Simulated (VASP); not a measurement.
# WSe2: quasiparticle gap under strain, part 2 of 5

How does the quasiparticle gap of WSe2 follow strain, and does the starting functional get the slope right? The cell has space group P6_3/mmc. The start is a cell from a database of measured crystal structures.

VASP 6.6.1, plane waves and PAW; the level of theory is named at each step.

So far. Step 2 (Relaxation): At PBE, with these data sets, the largest force is down to 0.0015 eV/Å.

The database entry behind the starting cell differs from later determinations by our own check (a about 0.2 % long), so it need not match the best structure at ambient conditions.

**3. Ground state**

This step: PBE, no spin polarisation; plane waves and PAW (W_sv_GW, Se_GW) (VASP 6.6.1).

The orbitals come from a self-consistent PBE run with a tight EDIFF and a narrow smearing. KPOINTS_OPT adds the bands along a path, which shows whether the mesh holds the band edges.

Contents of INCAR:

```
SYSTEM = WSe2
PREC = Accurate
ENCUT = 340
EDIFF = 1E-08
NELM = 100
ISMEAR = 0
SIGMA = 0.01
LREAL = .FALSE.
ALGO = Normal
GGA = PE
NBANDS = 32
LASPH = .TRUE.
LORBIT = 11
LWAVE = .TRUE.
LCHARG = .FALSE.
KPAR = 4
```

Contents of POSCAR:

```
WSe2
1.0
    3.2900000000      0.0000000000      0.0000000000
   -1.6450000000      2.8492235785      0.0000000000
    0.0000000000      0.0000000000     12.9700000000
W Se
2 4
Direct
    0.3333333333      0.6666666667      0.2500000000
    0.6666666667      0.3333333333      0.7500000000
    0.3333333333      0.6666666667      0.6204631598
    0.6666666667      0.3333333333      0.1204631598
    0.3333333333      0.6666666667      0.8795368402
    0.6666666667      0.3333333333      0.3795368402
```

Contents of KPOINTS:

```
Automatic mesh
0
Gamma
6 6 1
0 0 0
```

Contents of KPOINTS_OPT:

```
Line mode
12
Line-mode
Reciprocal
  0.00000000   0.00000000   0.00000000 GAMMA
  0.50000000   0.00000000   0.00000000 M

  0.50000000   0.00000000   0.00000000 M
  0.33333333   0.33333333   0.00000000 K

  0.33333333   0.33333333   0.00000000 K
  0.00000000   0.00000000   0.00000000 GAMMA

  0.00000000   0.00000000   0.00000000 GAMMA
  0.00000000   0.00000000   0.50000000 A

  0.00000000   0.00000000   0.50000000 A
  0.50000000   0.00000000   0.50000000 L

  0.50000000   0.00000000   0.50000000 L
  0.33333333   0.33333333   0.50000000 H

  0.33333333   0.33333333   0.50000000 H
  0.00000000   0.00000000   0.50000000 A

  0.50000000   0.00000000   0.50000000 L
  0.50000000   0.00000000   0.00000000 M

  0.33333333   0.33333333   0.00000000 K
  0.33333333   0.33333333   0.50000000 H
```

PAW data sets: W_sv_GW and Se_GW (PBE family, release 64).

On the command line:

```console
> mpirun -np 8 vasp_std
```

Output:

```text
[banner, memory and clock lines left out]
running    8 mpi-ranks, on    1 nodes
 distrk:  each k-point on    2 cores,    4 groups
 distr:  one band on    1 cores,    2 groups

 POSCAR found type information on POSCAR W Se
 POSCAR found :  2 types and       6 ions
 [... a notice as in an earlier step ...]

 LDA part: xc-table for (Slater+PW92), standard interpolation
 POSCAR, INCAR and KPOINTS ok, starting setup
 FFT: planning ... GRIDC
 FFT: planning ... GRID_SOFT
 FFT: planning ... GRID
 WAVECAR not read
 entering main loop
       N       E                     dE             d eps       ncg     rms          rms(c)
DAV:   1     0.369285538484E+03    0.36929E+03   -0.23119E+04   520   0.107E+03
DAV:   2    -0.252313199959E+02   -0.39452E+03   -0.38773E+03   592   0.315E+02
DAV:   3    -0.509496503320E+02   -0.25718E+02   -0.25620E+02   568   0.832E+01
DAV:   4    -0.516032391754E+02   -0.65359E+00   -0.65255E+00   600   0.130E+01
DAV:   5    -0.516159940449E+02   -0.12755E-01   -0.12752E-01   568   0.183E+00    0.102E+02
DAV:   6    -0.478308185010E+02    0.37852E+01   -0.24693E+01   520   0.195E+01    0.900E+01
DAV:   7    -0.508815505331E+02   -0.30507E+01   -0.37575E+01   536   0.219E+01    0.417E+01
DAV:   8    -0.471282286222E+02    0.37533E+01   -0.15096E+01   536   0.151E+01    0.491E+00
DAV:   9    -0.472305464756E+02   -0.10232E+00   -0.11587E+00   576   0.402E+00    0.165E+00
DAV:  10    -0.472282930907E+02    0.22534E-02   -0.21828E-02   568   0.650E-01    0.120E+00
DAV:  11    -0.472216553265E+02    0.66378E-02   -0.28659E-02   584   0.734E-01    0.266E+00
DAV:  12    -0.472208385294E+02    0.81680E-03   -0.41189E-03   576   0.338E-01    0.223E+00
DAV:  13    -0.472207625933E+02    0.75936E-04   -0.61053E-04   592   0.954E-02    0.118E+00
DAV:  14    -0.472206455198E+02    0.11707E-03   -0.13495E-04   600   0.505E-02    0.674E-01
DAV:  15    -0.472206031779E+02    0.42342E-04   -0.11223E-04   544   0.439E-02    0.155E-01
DAV:  16    -0.472206021412E+02    0.10366E-05   -0.20415E-05   616   0.162E-02    0.522E-02
DAV:  17    -0.472206044846E+02   -0.23433E-05   -0.39823E-06   616   0.790E-03    0.346E-02
DAV:  18    -0.472206032095E+02    0.12751E-05   -0.39977E-06   584   0.822E-03    0.654E-03
DAV:  19    -0.472206033924E+02   -0.18291E-06   -0.37917E-07   504   0.249E-03    0.490E-03
DAV:  20    -0.472206033834E+02    0.89649E-08   -0.21629E-08   448   0.544E-04
   1 F= -.47220603E+02 E0= -.47220603E+02  d E =-.470725E-67
 Start KPOINTS_OPT (optional k-point list driver)
k-point batch [1-7\108]
       N       E                     dE             ncg
DAV:   1    -0.101323302995E+04   -0.30730E+04      520
DAV:   2    -0.404867915804E+04   -0.30354E+04      616
DAV:   3    -0.425722364545E+04   -0.20854E+03      544
DAV:   4    -0.426483714732E+04   -0.76135E+01      664
DAV:   5    -0.426493553310E+04   -0.98386E-01      576
DAV:   6    -0.426493778706E+04   -0.22540E-02      640
DAV:   7    -0.426493785290E+04   -0.65844E-04      584
DAV:   8    -0.426493785425E+04   -0.13465E-05      632
DAV:   9    -0.426493785429E+04   -0.42121E-07      520
DAV:  10    -0.426493785429E+04   -0.34661E-08      392
[...]
k-point batch [106-108\108]
       N       E                     dE             ncg
DAV:   1     0.624258435710E+04   -0.59309E+04      240
DAV:   2     0.515835308826E+04   -0.10842E+04      256
DAV:   3     0.508291600718E+04   -0.75437E+02      240
DAV:   4     0.508085595722E+04   -0.20600E+01      256
DAV:   5     0.508081912439E+04   -0.36833E-01      240
DAV:   6     0.508081799275E+04   -0.11316E-02      256
DAV:   7     0.508081794373E+04   -0.49022E-04      264
DAV:   8     0.508081794353E+04   -0.19878E-06      256
DAV:   9     0.508081794353E+04   -0.12633E-08      176
 writing wavefunctions
```

It took 51 s on 8 MPI ranks of Intel Xeon Platinum 8259CL at 2.50GHz (Skylake/Cascade Lake), shared host; peak memory 1.5 GiB.

Parts of OUTCAR (step 3):

```text
 Found      7 irreducible k-points:

   k-points           NKPTS =      7   k-points in BZ     NKDIM =      7   number of bands    NBANDS=     32

   dimension x,y,z NGX =    20 NGY =   20 NGZ =   80
   dimension x,y,z NGXF=    40 NGYF=   40 NGZF=  160

   ENCUT  =  340.0 eV  24.99 Ry    5.00 a.u.   4.95  4.95 19.50*2*pi/ulx,y,z

   NELECT =      52.0000    total number of electrons

 E-fermi :   6.6956

 k-point     1 :       0.0000    0.0000    0.0000
  band No.  band energies     occupation
    ...
     22       5.1145      2.00000
     23       5.1145      2.00000
     24       5.4623      2.00000
     25       5.5266      2.00000
     26       6.5747      2.00000
     27       9.2210      0.00000
     28       9.2211      0.00000
     29       9.2739      0.00000
     30       9.2741      0.00000
     31       9.3001      0.00000
    ...

 k-point     2 :       0.1667    0.0000    0.0000
  band No.  band energies     occupation
    ...
     22       4.5283      2.00000
     23       4.7510      2.00000
     24       5.4893      2.00000
     25       5.5355      2.00000
     26       5.9110      2.00000
     27       8.2196      0.00000
     28       8.7610      0.00000
     29       8.8296      0.00000
     30       8.8952      0.00000
     31       9.1028      0.00000
    ...

  Total        1.1796857      1.1796857      1.9101527      0.0000000      0.0000000      0.0000000
  in kB       15.5458508     15.5458508     25.1719151      0.0000000      0.0000000      0.0000000
  external PRESSURE =      18.7545389 kB  Pullay stress =       0.0000000 kB

  energy-cutoff  :      340.00
  volume of cell :      121.58
      direct lattice vectors                 reciprocal lattice vectors
     3.290000000  0.000000000  0.000000000     0.303951368  0.175486404  0.000000000
    -1.645000000  2.849223579  0.000000000     0.000000000  0.350972808  0.000000000
     0.000000000  0.000000000 12.970000000     0.000000000  0.000000000  0.077101002

 POSITION                                       TOTAL-FORCE (eV/Angst)
 -----------------------------------------------------------------------------------
     -0.00000      1.89948      3.24250         0.000000     -0.000000      0.000000
      1.64500      0.94974      9.72750        -0.000000      0.000000      0.000000
     -0.00000      1.89948      8.04741        -0.000000      0.000000     -0.039424
      1.64500      0.94974      1.56241         0.000000     -0.000000     -0.039424
     -0.00000      1.89948     11.40759        -0.000000      0.000000      0.039424
      1.64500      0.94974      4.92259         0.000000     -0.000000      0.039424
 -----------------------------------------------------------------------------------
    total drift:                               -0.000001      0.000000     -0.000000

  FREE ENERGIE OF THE ION-ELECTRON SYSTEM (eV)
  ---------------------------------------------------
  free  energy   TOTEN  =       -47.2206033834 eV

  energy  without entropy=      -47.2206033834  energy(sigma->0) =      -47.22060338

 total charge
# of ion       s       p       d       f       tot
--------------------------------------------------
    1        3.007   6.014   3.059   0.046  12.126
    2        3.007   6.014   3.059   0.046  12.126
    3        1.466   2.311   0.070   0.000   3.848
    4        1.466   2.311   0.070   0.000   3.848
    5        1.466   2.311   0.070   0.000   3.848
    6        1.466   2.311   0.070   0.000   3.848
--------------------------------------------------
tot         11.879  21.274   6.399   0.091  39.644

[... 3 parts as in an earlier step ...]

[... 7 further parts left out ...]
```

Numbers from this step:

```yaml
free_energy_toten: -47.22 eV
fermi_energy: 6.696 eV
pressure: 1.875 GPa
least_gap_on_mesh_and_path: 0.9400 eV
least_direct_gap_on_mesh_and_path: 1.533 eV
```

The highest empty bands on the path are converged less tightly, to about 0.1 eV. Electronic bands along the path, in eV, zero at the valence-band top; v1 is the highest filled band, c1 the lowest empty one:

| point | v4 | v3 | v2 | v1 | c1 | c2 | c3 | c4 |
| --- | --- | --- | --- | --- | --- | --- | --- | --- |
| Γ | -1.46 | -1.11 | -1.05 | 0.00 | 2.65 | 2.65 | 2.70 | 2.71 |
| 0.45 of the way | -1.92 | -1.38 | -1.23 | -1.09 | 1.34 | 2.04 | 2.23 | 2.26 |
| M | -1.42 | -1.33 | -1.26 | -1.07 | 2.14 | 2.18 | 2.31 | 2.66 |
| 0.55 of the way | -2.64 | -2.26 | -0.80 | -0.51 | 1.80 | 1.91 | 2.40 | 2.70 |
| K | -2.54 | -2.54 | -0.43 | -0.18 | 1.35 | 1.35 | 1.87 | 3.07 |
| 0.55 of the way | -1.65 | -1.33 | -1.14 | -1.08 | 1.04 | 1.91 | 1.99 | 2.02 |
| Γ | -1.46 | -1.11 | -1.05 | 0.00 | 2.65 | 2.65 | 2.70 | 2.70 |
| 0.55 of the way | -1.47 | -1.47 | -0.51 | -0.06 | 2.65 | 2.65 | 2.67 | 2.67 |
| A | -1.49 | -1.49 | -0.21 | -0.21 | 2.65 | 2.65 | 2.65 | 2.65 |
| 0.55 of the way | -1.75 | -1.75 | -1.33 | -1.33 | 1.73 | 1.73 | 2.05 | 2.05 |
| L | -1.32 | -1.32 | -1.20 | -1.20 | 2.16 | 2.16 | 2.52 | 2.52 |
| 0.55 of the way | -2.55 | -2.55 | -0.65 | -0.65 | 1.86 | 1.86 | 2.64 | 2.64 |
| H | -2.72 | -2.72 | -0.32 | -0.32 | 1.35 | 1.35 | 2.41 | 2.41 |
| 0.45 of the way | -1.74 | -1.74 | -1.07 | -1.07 | 1.34 | 1.34 | 2.22 | 2.22 |
| A | -1.49 | -1.49 | -0.21 | -0.21 | 2.65 | 2.65 | 2.65 | 2.65 |
| jump to L | -1.32 | -1.32 | -1.20 | -1.20 | 2.16 | 2.16 | 2.52 | 2.52 |
| 0.45 of the way | -1.38 | -1.29 | -1.28 | -1.12 | 2.15 | 2.17 | 2.39 | 2.62 |
| M | -1.42 | -1.33 | -1.26 | -1.07 | 2.14 | 2.18 | 2.31 | 2.66 |
| jump to K | -2.54 | -2.54 | -0.43 | -0.18 | 1.35 | 1.35 | 1.87 | 3.07 |
| 0.55 of the way | -2.63 | -2.63 | -0.40 | -0.23 | 1.35 | 1.35 | 2.05 | 2.83 |
| H | -2.72 | -2.72 | -0.32 | -0.32 | 1.35 | 1.35 | 2.41 | 2.41 |

Of the projections kept (W, Se), the largest for each band there, as a share of the weight inside these atoms' spheres; weight between the spheres isn't counted:

```csv
point,v4,v3,v2,v1,c1,c2,c3,c4
Γ,W 0.58,W 0.83,Se 0.96,W 0.74,Se 0.56,Se 0.56,Se 0.59,Se 0.60
M,W 0.59,Se 0.90,W 0.71,Se 0.88,W 0.97,W 0.96,W 0.87,W 0.91
K,Se 0.69,Se 0.69,W 0.82,W 0.78,W 0.95,W 0.95,W 0.72,W 0.78
Γ,W 0.58,W 0.83,Se 0.96,W 0.74,Se 0.56,Se 0.57,Se 0.59,Se 0.59
A,W 0.57,W 0.57,W 0.66,W 0.66,Se 0.58,Se 0.58,Se 0.58,Se 0.58
L,W 0.65,W 0.65,Se 0.89,Se 0.89,W 0.96,W 0.96,W 0.89,W 0.89
```

The cell has a gap of 0.940 eV on mesh and path. Spin-orbit coupling is left out, which can shift or reorder these edges.

**4. Empty bands**

The next step needs empty bands that the ground-state run didn't converge, so the Hamiltonian is diagonalised exactly for NBANDS bands, in a single step. LOPTICS writes the k-derivatives of the orbitals (WAVEDER), which give the long-wavelength limit of the screening.

Contents of INCAR:

```
SYSTEM = WSe2
PREC = Accurate
ENCUT = 340
ISMEAR = 0
SIGMA = 0.01
LREAL = .FALSE.
GGA = PE
NBANDS = 368
LASPH = .TRUE.
ALGO = Exact
NELM = 1
LWAVE = .TRUE.
LCHARG = .FALSE.
LOPTICS = .TRUE.
NEDOS = 1000
CSHIFT = 0.1
```

POSCAR is that of step 3.

KPOINTS is that of step 3.

On the command line:

```console
> mpirun -np 8 vasp_std
```

Output:

```text
[banner, memory and clock lines left out]
running    8 mpi-ranks, on    1 nodes
 distrk:  each k-point on    8 cores,    1 groups
 distr:  one band on    1 cores,    8 groups

 POSCAR found type information on POSCAR W Se
 POSCAR found :  2 types and       6 ions
 [... a notice as in an earlier step ...]

 LDA part: xc-table for (Slater+PW92), standard interpolation
 found WAVECAR, reading the header
  number of bands has changed, file:    32 present:   368
  trying to continue reading WAVECAR, but it might fail
 POSCAR, INCAR and KPOINTS ok, starting setup
 FFT: planning ... GRIDC
 FFT: planning ... GRID_SOFT
 FFT: planning ... GRID
 reading WAVECAR
 random initialization beyond band           32
 the WAVECAR file was read successfully
 initial charge from wavefunction
 entering main loop
       N       E                     dE             d eps       ncg     rms          rms(c)
DIA:   1    -0.472206033734E+02   -0.47221E+02    0.00000E+00     0   0.000E+00
   1 F= -.47220603E+02 E0= -.47220603E+02  d E =-.119995E-17
 writing wavefunctions
 optical routines
 imaginary and real dielectric function
 recalculating local potential from charge density
 direction            1
 direction            2
 direction            3
```

Elapsed: 29 s, on 8 MPI ranks; peak memory 1.7 GiB; 3 min of CPU time.

OUTCAR, selected parts (step 4):

```text
 Found      7 irreducible k-points:

   k-points           NKPTS =      7   k-points in BZ     NKDIM =      7   number of bands    NBANDS=    368

   NELECT =      52.0000    total number of electrons

 E-fermi :   6.6316

 k-point     1 :       0.0000    0.0000    0.0000
  band No.  band energies     occupation
    ...
     22       5.1144      2.00000
     23       5.1144      2.00000
     24       5.4622      2.00000
     25       5.5266      2.00000
     26       6.5746      2.00000
     27       9.2209      0.00000
     28       9.2209      0.00000
     29       9.2738      0.00000
     30       9.2738      0.00000
     31       9.3001      0.00000
    ...

 k-point     2 :       0.1667    0.0000    0.0000
  band No.  band energies     occupation
    ...
     22       4.5282      2.00000
     23       4.7510      2.00000
     24       5.4892      2.00000
     25       5.5355      2.00000
     26       5.9109      2.00000
     27       8.2195      0.00000
     28       8.7609      0.00000
     29       8.8295      0.00000
     30       8.8952      0.00000
     31       9.1028      0.00000
    ...

  Total        1.1830720      1.1830720      1.9187374      0.0000000      0.0000000     -0.0000000
  in kB       15.5904751     15.5904751     25.2850438      0.0000000      0.0000000     -0.0000000
  external PRESSURE =      18.8219980 kB  Pullay stress =       0.0000000 kB

 POSITION                                       TOTAL-FORCE (eV/Angst)
 -----------------------------------------------------------------------------------
     -0.00000      1.89948      3.24250        -0.000000      0.000000     -0.000000
      1.64500      0.94974      9.72750         0.000000     -0.000000     -0.000000
     -0.00000      1.89948      8.04741        -0.000000     -0.000000     -0.039343
      1.64500      0.94974      1.56241        -0.000000      0.000000     -0.039343
     -0.00000      1.89948     11.40759        -0.000000     -0.000000      0.039343
      1.64500      0.94974      4.92259         0.000000      0.000000      0.039343
 -----------------------------------------------------------------------------------
    total drift:                               -0.000001      0.000000     -0.000000

  FREE ENERGIE OF THE ION-ELECTRON SYSTEM (eV)
  ---------------------------------------------------
  free  energy   TOTEN  =       -47.2206033734 eV

  energy  without entropy=      -47.2206033734  energy(sigma->0) =      -47.22060337

 plasma frequency squared (from intraband transitions) (eV^2)
  --------------------------------------------------------------------------------------
       0.000      -0.000       0.000
      -0.000       0.000      -0.000
       0.000      -0.000       0.000

[... 8 parts as in an earlier step ...]

[... 5 further parts left out ...]
```

The gap is read on the k-mesh alone, so it is an upper bound where the band edges lie off the mesh, and a coarse mesh can show a gap where there is none.

A gap read on the k-mesh alone can miss the band edges.

This step gave:

```yaml
gap_on_the_k_mesh: 0.9629 eV
least_direct_gap_on_the_k_mesh: 1.533 eV
```

WAVECAR now holds 368 bands for 52 electrons. Its independent-particle dielectric tensor has xx, yy, zz = 16.9, 16.9, 12.2 on this mesh. It isn't tested for convergence in mesh or bands and lacks local fields, and at a small direct gap a coarse mesh makes it too large, which overscreens the GW step.

(Continued in part 3 of 5.)

[Lines on the potential files, build, host, timing and source positions are cut from VASP's logs without a mark.]

[Logs are printed without paths, hosts, clocks, repeated set-up lines and the standing remarks that a program may print on its own settings, such as how far it seeks lower states.]

[Hosts, paths, dates, database ids (printed as entryN), source tags and the programs' standing remarks are cut or masked in the printed files.]

[Pressures printed for these runs are not shown converged in the cutoff: they can be off by several GPa and have the wrong sign.]

[In band tables of VASP the shares of atoms and orbitals are scaled to a sum of 1 inside the atoms' spheres.]
